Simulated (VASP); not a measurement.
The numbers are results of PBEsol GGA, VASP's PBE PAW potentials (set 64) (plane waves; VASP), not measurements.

VASP ran on this input.

### POSCAR
```
PPd
1.0
  1.7975051354  -5.0955609615   0.0000000000
  1.7975051354   5.0955609615   0.0000000000
  0.0000000000   0.0000000000   3.1408435144
P Pd
2 2
Cart
  1.7975051354  -0.8133119669   0.7852108786
  1.7975051354   0.8133119669   2.3556326358
  1.7975051354  -3.2784649936   0.7852108786
  1.7975051354   3.2784649936   2.3556326358
```

### INCAR
```
SYSTEM = PPd
PREC = Accurate
ENCUT = 400
EDIFF = 1E-6
NELM = 100
ALGO = Normal
LREAL = .FALSE.
LASPH = .TRUE.
ISMEAR = 1
SIGMA = 0.1
GGA = PS
LMAXMIX = 4
LWAVE = .FALSE.
LCHARG = .FALSE.
IBRION = 2
ISIF = 3
NSW = 60
EDIFFG = -0.02
```

**KPOINTS**
```
K-points
0
Gamma
  8 8 9
```

POTCAR, in this order: P Pd (PBE.64 set). Program: vasp_std.

The resulting files:

OSZICAR:
```
...
DAV:   4    -0.244058549089E+02    0.19776E-03   -0.13833E-03  4312   0.217E-01    0.417E-02
DAV:   5    -0.244058468815E+02    0.80274E-05   -0.77249E-05  4348   0.746E-02    0.290E-02
DAV:   6    -0.244058503646E+02   -0.34832E-05   -0.21189E-05  4470   0.354E-02    0.576E-03
DAV:   7    -0.244058508388E+02   -0.47421E-06   -0.10033E-06  2331   0.945E-03
  11 F= -.24405851E+02 E0= -.24405799E+02  d E =-.397223E-02
       N       E                     dE             d eps       ncg     rms          rms(c)
DAV:   1    -0.244216487241E+02   -0.15798E-01   -0.75611E-01  4002   0.655E+00    0.835E-01
DAV:   2    -0.244109548338E+02    0.10694E-01   -0.87813E-02  4344   0.289E+00    0.355E-01
DAV:   3    -0.244084394135E+02    0.25154E-02   -0.89055E-03  4497   0.937E-01    0.154E-01
DAV:   4    -0.244080805644E+02    0.35885E-03   -0.24538E-03  4324   0.290E-01    0.557E-02
DAV:   5    -0.244080656400E+02    0.14924E-04   -0.13797E-04  4365   0.997E-02    0.386E-02
DAV:   6    -0.244080705714E+02   -0.49314E-05   -0.38005E-05  4440   0.476E-02    0.790E-03
DAV:   7    -0.244080713086E+02   -0.73721E-06   -0.18137E-06  2515   0.128E-02
  12 F= -.24408071E+02 E0= -.24408166E+02  d E =-.619270E-02
       N       E                     dE             d eps       ncg     rms          rms(c)
DAV:   1    -0.244081950701E+02   -0.12450E-03   -0.58897E-03  4017   0.582E-01    0.739E-02
DAV:   2    -0.244081103294E+02    0.84741E-04   -0.68306E-04  4341   0.257E-01    0.315E-02
DAV:   3    -0.244080916059E+02    0.18724E-04   -0.69284E-05  4523   0.822E-02    0.139E-02
DAV:   4    -0.244080893828E+02    0.22231E-05   -0.19039E-05  4298   0.256E-02    0.489E-03
DAV:   5    -0.244080894844E+02   -0.10155E-06   -0.96471E-07  2331   0.881E-03
  13 F= -.24408089E+02 E0= -.24408198E+02  d E =-.621087E-02
       N       E                     dE             d eps       ncg     rms          rms(c)
DAV:   1    -0.244114201625E+02   -0.33308E-02   -0.21938E-01  4152   0.318E+00    0.277E-01
DAV:   2    -0.244099744783E+02    0.14457E-02   -0.86750E-03  4546   0.871E-01    0.152E-01
DAV:   3    -0.244095957270E+02    0.37875E-03   -0.12139E-03  4414   0.327E-01    0.741E-02
DAV:   4    -0.244094417003E+02    0.15403E-03   -0.36343E-04  4255   0.140E-01    0.214E-02
DAV:   5    -0.244094406479E+02    0.10524E-05   -0.22098E-05  4559   0.372E-02    0.142E-02
DAV:   6    -0.244094399453E+02    0.70260E-06   -0.17003E-06  2619   0.109E-02
  14 F= -.24409440E+02 E0= -.24409647E+02  d E =-.135046E-02
       N       E                     dE             d eps       ncg     rms          rms(c)
DAV:   1    -0.244246109879E+02   -0.15170E-01   -0.15368E+00  4152   0.843E+00    0.722E-01
DAV:   2    -0.244146301609E+02    0.99808E-02   -0.59670E-02  4546   0.229E+00    0.399E-01
DAV:   3    -0.244120189793E+02    0.26112E-02   -0.83075E-03  4423   0.851E-01    0.194E-01
DAV:   4    -0.244109506036E+02    0.10684E-02   -0.25233E-03  4237   0.371E-01    0.564E-02
DAV:   5    -0.244109456400E+02    0.49636E-05   -0.15035E-04  4569   0.970E-02    0.374E-02
DAV:   6    -0.244109428489E+02    0.27912E-05   -0.13127E-05  4512   0.286E-02    0.110E-02
DAV:   7    -0.244109427328E+02    0.11609E-06   -0.16479E-06  3266   0.821E-03
  15 F= -.24410943E+02 E0= -.24411244E+02  d E =-.285325E-02
       N       E                     dE             d eps       ncg     rms          rms(c)
DAV:   1    -0.244163683117E+02   -0.54255E-02   -0.24447E-01  4188   0.367E+00    0.440E-01
DAV:   2    -0.244130647391E+02    0.33036E-02   -0.13561E-02  4532   0.108E+00    0.196E-01
DAV:   3    -0.244122272182E+02    0.83752E-03   -0.21111E-03  4801   0.423E-01    0.102E-01
DAV:   4    -0.244119630477E+02    0.26417E-03   -0.85745E-04  4379   0.221E-01    0.310E-02
DAV:   5    -0.244119603480E+02    0.26997E-05   -0.40853E-05  4458   0.479E-02    0.194E-02
DAV:   6    -0.244119608482E+02   -0.50021E-06   -0.71806E-06  4450   0.197E-02
  16 F= -.24411961E+02 E0= -.24412172E+02  d E =-.101812E-02
       N       E                     dE             d eps       ncg     rms          rms(c)
DAV:   1    -0.244143347308E+02   -0.23744E-02   -0.12150E-01  4188   0.259E+00    0.311E-01
DAV:   2    -0.244126925140E+02    0.16422E-02   -0.67808E-03  4524   0.767E-01    0.139E-01
DAV:   3    -0.244122793249E+02    0.41319E-03   -0.10385E-03  4778   0.297E-01    0.722E-02
DAV:   4    -0.244121502781E+02    0.12905E-03   -0.42187E-04  4392   0.154E-01    0.219E-02
DAV:   5    -0.244121493479E+02    0.93023E-06   -0.20081E-05  4446   0.337E-02    0.137E-02
DAV:   6    -0.244121498491E+02   -0.50122E-06   -0.34638E-06  3861   0.139E-02
  17 F= -.24412150E+02 E0= -.24412360E+02  d E =-.120712E-02
       N       E                     dE             d eps       ncg     rms          rms(c)
DAV:   1    -0.244167630372E+02   -0.46137E-02   -0.21256E-01  4242   0.356E+00    0.406E-01
DAV:   2    -0.244135790439E+02    0.31840E-02   -0.16757E-02  4486   0.130E+00    0.200E-01
DAV:   3    -0.244127832193E+02    0.79582E-03   -0.19720E-03  4466   0.435E-01    0.941E-02
DAV:   4    -0.244124996950E+02    0.28352E-03   -0.91121E-04  4223   0.206E-01    0.323E-02
DAV:   5    -0.244124989552E+02    0.73985E-06   -0.41376E-05  4511   0.559E-02    0.215E-02
DAV:   6    -0.244124979856E+02    0.96954E-06   -0.47034E-06  4284   0.164E-02
  18 F= -.24412498E+02 E0= -.24412692E+02  d E =-.348137E-03
       N       E                     dE             d eps       ncg     rms          rms(c)
DAV:   1    -0.244127593930E+02   -0.26044E-03   -0.11016E-02  4224   0.809E-01    0.922E-02
DAV:   2    -0.244125952249E+02    0.16417E-03   -0.85497E-04  4494   0.291E-01    0.454E-02
DAV:   3    -0.244125550796E+02    0.40145E-04   -0.10104E-04  4472   0.986E-02    0.213E-02
DAV:   4    -0.244125410049E+02    0.14075E-04   -0.46730E-05  4191   0.469E-02    0.719E-03
DAV:   5    -0.244125411223E+02   -0.11744E-06   -0.18917E-06  2700   0.126E-02
  19 F= -.24412541E+02 E0= -.24412750E+02  d E =-.391273E-03
       N       E                     dE             d eps       ncg     rms          rms(c)
DAV:   1    -0.244140674485E+02   -0.15264E-02   -0.34739E-02  4014   0.159E+00    0.262E-01
DAV:   2    -0.244129998768E+02    0.10676E-02   -0.78399E-03  4363   0.892E-01    0.123E-01
DAV:   3    -0.244127488344E+02    0.25104E-03   -0.88264E-04  4304   0.304E-01    0.559E-02
DAV:   4    -0.244127097830E+02    0.39051E-04   -0.22718E-04  4313   0.859E-02    0.161E-02
DAV:   5    -0.244127066886E+02    0.30944E-05   -0.18907E-05  4388   0.369E-02    0.119E-02
DAV:   6    -0.244127055985E+02    0.10901E-05   -0.25879E-06  2884   0.138E-02    0.358E-03
DAV:   7    -0.244127053100E+02    0.28852E-06   -0.33295E-07  2100   0.513E-03
  20 F= -.24412705E+02 E0= -.24412919E+02  d E =-.164188E-03
       N       E                     dE             d eps       ncg     rms          rms(c)
DAV:   1    -0.244127103282E+02   -0.47298E-05   -0.12388E-04  4005   0.943E-02    0.158E-02
DAV:   2    -0.244127062694E+02    0.40589E-05   -0.28845E-05  4381   0.539E-02    0.763E-03
DAV:   3    -0.244127055436E+02    0.72571E-06   -0.32151E-06  3204   0.185E-02
  21 F= -.24412706E+02 E0= -.24412919E+02  d E =-.164421E-03
       N       E                     dE             d eps       ncg     rms          rms(c)
DAV:   1    -0.244128782668E+02   -0.17200E-03   -0.89856E-03  4050   0.676E-01    0.624E-02
DAV:   2    -0.244128139953E+02    0.64272E-04   -0.31192E-04  4459   0.167E-01    0.316E-02
DAV:   3    -0.244127963419E+02    0.17653E-04   -0.44269E-05  4463   0.623E-02    0.161E-02
DAV:   4    -0.244127894232E+02    0.69187E-05   -0.16287E-05  4371   0.326E-02    0.530E-03
DAV:   5    -0.244127895162E+02   -0.93030E-07   -0.97247E-07  2202   0.811E-03
  22 F= -.24412790E+02 E0= -.24413007E+02  d E =-.839726E-04
```

**OUTCAR**
```
------------------------ aborting loop because EDIFF is reached ----------------------------------------
  FORCE on cell =-STRESS in cart. coord.  units (eV):
  Direction    XX          YY          ZZ          XY          YZ          ZX
  --------------------------------------------------------------------------------------
  Total        0.0360119     -0.0249836     -0.0618627      0.0000000     -0.0000000      0.0000000
  in kB        1.0066323     -0.6983624     -1.7292355      0.0000000     -0.0000000      0.0000000
  external PRESSURE =      -0.4736552 kB  Pullay stress =       0.0000000 kB
  volume of cell :       57.32
      direct lattice vectors                 reciprocal lattice vectors
     1.768324097 -5.424218762  0.000000000     0.282753597 -0.092179173 -0.000000000
     1.768324097  5.424218762 -0.000000000     0.282753597  0.092179173  0.000000000
     0.000000000 -0.000000000  2.987831656     0.000000000  0.000000000  0.334690878
 POSITION                                       TOTAL-FORCE (eV/Angst)
 -----------------------------------------------------------------------------------
      1.76832     -0.91956      0.74696         0.000000     -0.006758      0.000000
      1.76832      0.91956      2.24087         0.000000      0.006758     -0.000000
      1.76832     -3.52744      0.74696         0.000000      0.004593     -0.000000
      1.76832      3.52744      2.24087         0.000000     -0.004593      0.000000
 -----------------------------------------------------------------------------------
    total drift:                               -0.000000     -0.000000      0.000000
  FREE ENERGIE OF THE ION-ELECTRON SYSTEM (eV)
  ---------------------------------------------------
  free  energy   TOTEN  =       -24.4127895162 eV

  energy  without entropy=      -24.4134406659  energy(sigma->0) =      -24.41300657

 reached required accuracy - stopping structural energy minimisation
```
(Selected blocks of OUTCAR.)

CONTCAR:
```
PPd
   1.00000000000000
     1.7683240973924927   -5.4242187624685627    0.0000000000000000
     1.7683240973924927    5.4242187624685627   -0.0000000000000000
     0.0000000000000000   -0.0000000000000000    2.9878316555309112
  P               Pd
     2     2
Direct
     0.5847642790699454    0.4152357209300548    0.2500000000000000
     0.4152357209300548    0.5847642790699454    0.7500000000000000
     0.8251564409422782    0.1748435590577221    0.2500000000000000
     0.1748435590577221    0.8251564409422782    0.7500000000000000
```

The structure was generated: PPd was put into the CrB type (Cmcm), which need not be its known phase. This run relaxes it. Symmetry was kept, so distortions that lower it aren't found. The start is the result of an earlier pass.
